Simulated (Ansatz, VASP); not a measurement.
# Fe (Fe wire along [111], 7 atoms a period): VASP beside Ansatz

One calculation is typed for both programs; each brings its own data sets. How far apart do they land? Of the first pair: The structure shown is the start of the Ansatz relaxation below; VASP solves that cell, so the two are compared at the walk's first step.

Method: plane waves, with VASP 6.6.1 beside it; single point at PBE, in Ansatz 0.2.0.

## Step 1: Set-up

The cell holds 7 atoms: 7 Fe. Its edges and angles: a = 10.802 Å, b = 11.421 Å, c = 2.451 Å, α = 90.0°, β = 90.0°, γ = 90.0°. Vacuum lies along a and b. The structure's axis is c.

## Step 2: Ansatz: relaxation, PBE

Ansatz runs on its PAW soft_1 files.

The two programs are compared at the cell with which this relaxation starts, whose forces are those of its first step.

File input.yaml:

```yaml
crystal:
  lattice:
    - [10.802, 0.0, 0.0]
    - [0.0, 11.421, 0.0]
    - [0.0, 0.0, 2.4508518927]
  atoms:
    - { symbol: Fe, position: [0.500010386, 0.500016227, 0.0], spin: 2.4 }
    - { symbol: Fe, position: [0.314756527, 0.398856726, 0.333333333], spin: 2.4 }
    - { symbol: Fe, position: [0.500010386, 0.702335229, 0.333333333], spin: 2.4 }
    - { symbol: Fe, position: [0.685264246, 0.398856726, 0.333333333], spin: 2.4 }
    - { symbol: Fe, position: [0.314756527, 0.601175728, 0.666666667], spin: 2.4 }
    - { symbol: Fe, position: [0.500010386, 0.297697224, 0.666666667], spin: 2.4 }
    - { symbol: Fe, position: [0.685264246, 0.601175728, 0.666666667], spin: 2.4 }
magnetization:
  spin_polarized: true
kpoints:
  mp_grid: { grid: [1, 1, 33] }
scf:
  occupations: { method: fermi_dirac, width: 0.05 }
hamiltonian:
  xc: pbe
  pseudopotentials: { kind: paw, azcp: { folder: soft_1 } }
relax:
  cell: { fix: [a, b, alpha, beta, gamma] }
  max_steps: 45
  f_tol: 0.03
```

Launch:

```console
ansatz run input.yaml --threads 4 --pin off --max-ram 16384MiB --backend cpu --events-out ev --progress --plain --runs-dir out
```

Numbers of over 12 decimals in the logs are rounded to 6 here.

Output:

```text
Engine: ansatz 0.2.0, aarch64-unknown-linux-gnu
Pseudopotentials: kind: paw
Pseudopotential: Fe, paw, valence charge 16, recommended cutoff 420 eV (normal), soft_1/Fe.paw.azcp
Functional definition: PBE
  parameter kappa = 0.804
  parameter beta = 0.066725
  exchange = pbe_x(kappa = kappa, mu = beta*pi^2/3)
  correlation = pbe_c(beta = beta)
Crystal: 7 atoms, lattice volume = 302.361 Å³
Basis set: ecut = 420 eV, 5847 PW (Γ), exchange–correlation on 150×160×36 points (8 copies of the dense FFT grid, shifted against one another)
Bands: 78, of which v1, the nominal top of the filled ones, is band 56 counted from 1 (55 counted from 0)
Symmetry: 4 space group operations
Space group: P2/m (ITA 10), of the structure as read, at distance tolerance 6.7e-5 Å
Magnetic group: BNS 10.42 (UNI 49), of the structure as read, at distance tolerance 6.7e-5 Å
k-points: 17 of 33
Non-local potential: Fe, projectors of the file, l = 0: 3, l = 1: 2, l = 2: 3, l = 3: 1
PAW form: soft (Blöchl's): semilocal exchange-correlation on the pseudo side does not see the compensation charge
PAW one-centre angular grid: Fe, 590 points (default); XC on 64 Gauss nodes
Initial density: superposition of atomic densities (neutral atoms: chi_scale 0, normalization atom)
Starting moments: Σ|m| = 16.8 μB on 7 of 7 sites
Initial wavefunctions: pseudopotential atomic-orbital guess
Functional: x = pbe(κ = 0.804, μ = 0.219515), c = pbe(β = 0.066725)
SCF iter   1: F=—  HF=-31351.929974 eV  |F-HF|=—  |Δ(HF+E_count)|=         —  Δρ=3.74e-2 (↑2.42e-2 ↓3.74e-2)  dr2=1.90e1  dr2_m=1.98e0  M=18.124 μB ∫|m|=18.225 μB  β_m=0.30  ethr=3.10e-3  ⟨swp⟩=7.8  Hψ=12522  notcnv=0  defer=73
Mixer restart at iter 1: flushing history
preconditioner: auto → LDOS  [metal: Δε(μ)=0.000 eV  Ē_g=5.399 eV  σ=0.050 eV  W_gap=0.00  n_scr=50 (ndim 8)  ℏωp=16.0 eV  f_vac=0.569  D(μ)=14.28/eV (n_scr^D=126)]
spin=Collinear: LDOS preconditioning applied to the charge; magnetization (m = ρ↑ − ρ↓) channel mixes plain (no charge-response kernel on spin).
SCF iter   2: F=—  HF=-31350.433902 eV  |F-HF|=—  |Δ(HF+E_count)|=    1.50e0  Δρ=3.00e-2 (↑3.00e-2 ↓2.28e-2)  dr2=3.96e0  dr2_m=1.66e0  M=18.808 μB ∫|m|=18.973 μB  β_m=0.41  ethr=3.10e-3  ⟨swp⟩=2.9  Hψ=4729  notcnv=0  defer=249
SCF iter   3: F=—  HF=-31353.779059 eV  |F-HF|=—  |Δ(HF+E_count)|=    3.35e0  Δρ=1.66e-2 (↑1.25e-2 ↓1.66e-2)  dr2=3.19e-1  dr2_m=5.51e-1  M=19.389 μB ∫|m|=19.661 μB  β_m=0.50  ethr=3.10e-3  ⟨swp⟩=2.9  Hψ=4607  notcnv=0  defer=253
SCF iter   4: F=—  HF=-31354.996933 eV  |F-HF|=—  |Δ(HF+E_count)|=    1.22e0  Δρ=1.11e-2 (↑1.11e-2 ↓6.15e-3)  dr2=9.29e-2  dr2_m=1.98e-1  M=19.955 μB ∫|m|=20.371 μB  β_m=0.72  ethr=2.85e-4  ⟨swp⟩=2.9  Hψ=4292  notcnv=0  defer=253
SCF iter   5: F=—  HF=-31355.298637 eV  |F-HF|=—  |Δ(HF+E_count)|=         —  Δρ=3.55e-3 (↑2.81e-3 ↓3.55e-3)  dr2=8.27e-2  dr2_m=4.61e-3  M=20.380 μB ∫|m|=20.941 μB  β_m=0.72  ethr=8.30e-5  ⟨swp⟩=3.4  Hψ=6357  notcnv=0  defer=258
SCF iter   6: F=—  HF=-31355.311029 eV  |F-HF|=—  |Δ(HF+E_count)|=   1.24e-2  Δρ=2.04e-3 (↑2.04e-3 ↓1.87e-3)  dr2=2.93e-2  dr2_m=3.82e-4  M=20.389 μB ∫|m|=20.972 μB  β_m=0.60  ethr=7.39e-5  ⟨swp⟩=2.4  Hψ=5306  notcnv=0  defer=255
SCF iter   7: F=—  HF=-31355.304608 eV  |F-HF|=—  |Δ(HF+E_count)|=   6.42e-3  Δρ=5.17e-4 (↑5.17e-4 ↓4.97e-4)  dr2=1.23e-3  dr2_m=2.32e-4  M=20.418 μB ∫|m|=20.999 μB  β_m=0.80  ethr=2.62e-5  ⟨swp⟩=2.0  Hψ=4002  notcnv=0  defer=255
SCF iter   8: F=—  HF=-31355.306790 eV  |F-HF|=—  |Δ(HF+E_count)|=   2.18e-3  Δρ=2.12e-4 (↑2.12e-4 ↓1.54e-4)  dr2=2.21e-4  dr2_m=2.87e-5  M=20.447 μB ∫|m|=21.033 μB  β_m=0.82  ethr=1.10e-6  ⟨swp⟩=2.2  Hψ=4017  notcnv=0  defer=255
SCF iter   9: F=—  HF=-31355.306916 eV  |F-HF|=—  |Δ(HF+E_count)|=   1.25e-4  Δρ=5.47e-5 (↑4.89e-5 ↓5.47e-5)  dr2=8.66e-6  dr2_m=4.73e-6  M=20.453 μB ∫|m|=21.038 μB  β_m=0.81  ethr=1.97e-7  ⟨swp⟩=2.0  Hψ=4223  notcnv=0  defer=255
[...]
SCF 1 converged in 13 iterations: F = -31355.306927 eV  dr2 = 8.91e-8
[...]
Crystal: 7 atoms, lattice volume = 301.543 Å³
[...]
preconditioner: auto → LDOS  [metal: Δε(μ)=0.045 eV  Ē_g=5.319 eV  σ=0.050 eV  W_gap=0.21  n_scr=20 (ndim 8)  ℏωp=16.0 eV  f_vac=0.600  D(μ)=8.03/eV (n_scr^D=44)]
spin=Collinear: LDOS preconditioning applied to the charge; magnetization (m = ρ↑ − ρ↓) channel mixes plain (no charge-response kernel on spin).
[...]
SCF iter   8: F=-31355.388255 eV  HF=-31355.388255 eV  |F-HF|=2.42e-8  |Δ(HF+E_count)|=   1.48e-8  Δρ=1.99e-6 (↑7.00e-7 ↓1.99e-6)  dr2=2.74e-8  dr2_m=2.86e-9  M=20.280 μB ∫|m|=20.805 μB  ethr=1.48e-11  ⟨swp⟩=1.9  Hψ=8867  notcnv=0
SCF 4 converged in 8 iterations: F = -31355.388255 eV  dr2 = 2.74e-8
relax step   4: F+E_penalty+E_count = -31355.38825537 eV  Δ(F+E_penalty+E_count) = -4.660e-4 eV  max|allowed force component| = 6.789e-3 eV/Å  Δτ_max = 0.0065 Å  P = -0.063 GPa  Ω = 301.543 Å³  energy of the carried Pulay correction = +2.896e-4 eV  fix = [a, b, alpha, beta, gamma]  reactions: a -0.092, b -0.080 GPa; alpha -0.006 GPa/rad  (8 SCF iters, dr2 threshold 7.76e-8 eV, accepted)
Initial wavefunctions: pseudopotential atomic-orbital guess (no wavefunctions were taken with the density)
iter 1 solved again at ethr=2.05e-6 eV; its pass at ethr=3.10e-3 eV (dr2=2.30e-3 eV) is discarded
SCF iter   1: F=—  HF=-31355.387963 eV  |F-HF|=—  |Δ(HF+E_count)|=         —  Δρ=6.67e-6 (↑4.16e-6 ↓6.67e-6)  dr2=2.50e-7  dr2_m=1.26e-8  M=20.281 μB ∫|m|=20.805 μB  β_m=0.65  ethr=2.05e-6  ⟨swp⟩=3.5  Hψ=18041  notcnv=0
eigensolver tolerance schedule: the retry pair's looser diagonalisation over-reported the residual by 9193.96 of it (diagonalisation noise at an unbounded share of the residual, at the tolerance the schedule requests for it); recorded, not acted on — ethr = c·dr2/N_el stays at c = 1.0e-1
preconditioner: auto → LDOS  [metal: Δε(μ)=0.044 eV  Ē_g=5.320 eV  σ=0.050 eV  W_gap=0.21  n_scr=20 (ndim 8)  ℏωp=16.0 eV  f_vac=0.601  D(μ)=8.05/eV (n_scr^D=44)]
spin=Collinear: LDOS preconditioning applied to the charge; magnetization (m = ρ↑ − ρ↓) channel mixes plain (no charge-response kernel on spin).
SCF iter   2: F=—  HF=-31355.387921 eV  |F-HF|=—  |Δ(HF+E_count)|=   4.24e-5  Δρ=2.90e-6 (↑2.90e-6 ↓2.13e-6)  dr2=1.07e-7  dr2_m=1.91e-9  M=20.281 μB ∫|m|=20.805 μB  β_m=0.61  ethr=2.23e-10  ⟨swp⟩=4.0  Hψ=7064  notcnv=0
SCF iter   3: F=—  HF=-31355.387921 eV  |F-HF|=—  |Δ(HF+E_count)|=   1.31e-8  Δρ=1.13e-6 (↑1.13e-6 ↓1.04e-6)  dr2=6.80e-9  dr2_m=2.18e-9  M=20.281 μB ∫|m|=20.805 μB  β_m=0.70  ethr=9.56e-11  ⟨swp⟩=1.6  Hψ=2730  notcnv=0
SCF iter   4: F=—  HF=-31355.387921 eV  |F-HF|=—  |Δ(HF+E_count)|=   3.41e-9  Δρ=1.03e-6 (↑1.03e-6 ↓3.62e-7)  dr2=5.91e-9  dr2_m=7.64e-10  M=20.280 μB ∫|m|=20.805 μB  β_m=0.67  ethr=6.07e-12  ⟨swp⟩=2.9  Hψ=4561  notcnv=0
SCF iter   5: F=—  HF=-31355.387921 eV  |F-HF|=—  |Δ(HF+E_count)|=  1.82e-11  Δρ=2.49e-7 (↑2.49e-7 ↓1.66e-7)  dr2=6.18e-10  dr2_m=4.71e-11  M=20.280 μB ∫|m|=20.805 μB  β_m=0.60  ethr=5.28e-12  ⟨swp⟩=2.0  Hψ=3555  notcnv=0
SCF iter   6: F=—  HF=-31355.387921 eV  |F-HF|=—  |Δ(HF+E_count)|=  1.20e-10  Δρ=1.25e-7 (↑1.25e-7 ↓7.90e-8)  dr2=7.41e-11  dr2_m=8.92e-12  M=20.280 μB ∫|m|=20.805 μB  β_m=0.56  ethr=1.00e-12  ⟨swp⟩=2.1  Hψ=3806  notcnv=0
SCF iter   7: F=—  HF=-31355.387921 eV  |F-HF|=—  |Δ(HF+E_count)|=  7.28e-12  Δρ=6.07e-8 (↑6.07e-8 ↓4.62e-8)  dr2=8.52e-12  dr2_m=5.03e-12  M=20.280 μB ∫|m|=20.805 μB  β_m=0.62  ethr=1.00e-12  ⟨swp⟩=1.1  Hψ=2677  notcnv=0
SCF iter   8: F=-31355.387921 eV  HF=-31355.387921 eV  |F-HF|=6.91e-11  |Δ(HF+E_count)|=  4.00e-11  Δρ=7.85e-8 (↑4.18e-8 ↓7.85e-8)  dr2=3.46e-11  dr2_m=5.44e-12  M=20.280 μB ∫|m|=20.805 μB  ethr=1.00e-12  ⟨swp⟩=3.1  Hψ=8253  notcnv=0
SCF 5 converged in 8 iterations: F = -31355.387921 eV  dr2 = 3.46e-11
relax step   5: F+E_penalty+E_count = -31355.38792103 eV  Δ(F+E_penalty+E_count) = +3.343e-4 eV  max|allowed force component| = 6.742e-3 eV/Å  Δτ_max = 0.0000 Å  P = -0.060 GPa  Ω = 301.543 Å³  fix = [a, b, alpha, beta, gamma]  reactions: a -0.089, b -0.079 GPa; alpha -0.006 GPa/rad  stress off target by 1.34e-2 GPa on what of the cell is left free  SCF on the basis re-selected at this cell (its energy is not comparable with the rows above)  (8 SCF iters)
basis re-selected at this cell: Δ(F+E_penalty+E_count) = +3.343e-4 eV, ΔP = +0.002 GPa vs the last step (what re-selecting the basis moved, of the pressure what is left beyond the Pulay correction that the steps carried, after the strain that the cell walked since its last selection, with what the two solves' SCF thresholds leave and, on support functions, any second-order correction that the steps lacked; it is no m [...]
SCF converged after 8 iterations
Magnetization: 20.2805 μB (66.1402 up, 45.8598 down)
Absolute magnetization: 20.8058 μB (∫|ρ↑−ρ↓|, with the PAW one-centre terms)
Spin contamination: 0.2619 ħ² per cell (⟨S²⟩ above its minimum at these occupations)
Per-site moments (μB) at R_I (Å): [(2.517937, 0.986039), (2.773573, 0.988542), (2.770999, 0.986039), (2.773573, 0.988542), (2.773573, 0.988542), (2.770999, 0.986039), (2.773573, 0.988542)]
Free energy (F): -31355.387921 eV
Harris-Foulkes:  -31355.387921 eV  (|F-HF|=6.91e-11)
Internal energy: -31355.323468 eV  (E = F + TS)
E sigma→0 (E₀):  -31355.355694 eV
Entropy (-TS):   -0.064453 eV (-9.208 meV/atom)
Fermi energy:    2.076791 eV
--- Per-component energies (eV) ---
  E_band       = -3329.856637
  E_kinetic    = 2303.184443
  E_local      = -67357.847640  (includes V_loc(G=0)·N_el)
  E_nonlocal   = 2056.611261
  E_hartree    = 31478.494669
  E_xc         = -761.216293
  E_vxc        = -976.603864  (∫ρ·V_xc dr)
  E_paw        = -9694.705864  (= ΣΔE_a)
  E_vpaw       = -2312.184062  (= ΣTr[D̂ρ^β])
  E_aug_tail   = -0.006965  (compensation charges beyond the density's cutoff)
  E_ewald      = 10620.162923
  E_smearing   = -0.064453  (= −TS)
  E_closure    = 0.000000  (closes the sum)
  Σ components = -31355.387921   (vs F -31355.387921, Δ=0.00e0)
--- Forces (eV/Å), atoms counted from 1 ---
  atom   1  Fe     0.00000000     0.00000000     0.00000000
  atom   2  Fe     0.00140637     0.00304259     0.00080646
  atom   3  Fe     0.00000000    -0.00674213     0.00168883
  atom   4  Fe    -0.00140637     0.00304259     0.00080646
  atom   5  Fe     0.00140637    -0.00304259    -0.00080646
  atom   6  Fe    -0.00000000     0.00674213    -0.00168883
  atom   7  Fe    -0.00140637    -0.00304259    -0.00080646
  max |Σ_I F_I| component: 4.34e-19 eV/Å
--- Stress (GPa, compression-positive) ---
       -0.088579       0.000000      -0.000000
        0.000000      -0.078775       0.005959
       -0.000000       0.005959      -0.013436
  P = ⅓ Tr σ = -0.0603 GPa (-0.603 kbar)
--- Relaxed structure (4 steps of the walk, 4 accepted, 1 SCFs on fresh bases) ---
  F+E_penalty+E_count = -31355.38792103 eV   max|allowed force component| = 6.742e-3 eV/Å   (the final SCF, on the basis selected at the relaxed cell)
  cell:  # Å, volume = 301.5428 Å³
    - [10.802, 0, 0]
    - [0, 11.421, 0]
    - [0, 0, 2.444222]
  atoms:
    - { symbol: Fe, position: [0.500010, 0.500016, -3.918202301955344e-19] }
    - { symbol: Fe, position: [0.317822, 0.400847, 0.313511] }
    - { symbol: Fe, position: [0.500010, 0.698424, 0.311365] }
    - { symbol: Fe, position: [0.682199, 0.400847, 0.313511] }
    - { symbol: Fe, position: [0.317822, 0.599186, 0.686489] }
    - { symbol: Fe, position: [0.500010, 0.301609, 0.688635] }
    - { symbol: Fe, position: [0.682199, 0.599186, 0.686489] }
```

In the SCF lines HF is the Harris–Foulkes energy and dr2 the Hartree energy of the density residual, in eV; the loop may stop once dr2 is under the threshold and the program's other checks hold. Hψ counts applications of the Hamiltonian.

(Part 1 of 2 ends here.)

[Lines on the potential files, build, host, timing and source positions are cut from VASP's logs without a mark.]

[Logs are printed without paths, hosts, clocks, repeated set-up lines and the standing remarks that a program may print on its own settings, such as how far it seeks lower states.]

[Hosts, paths, dates, database ids (printed as entryN), source tags and the programs' standing remarks are cut or masked in the printed files.]
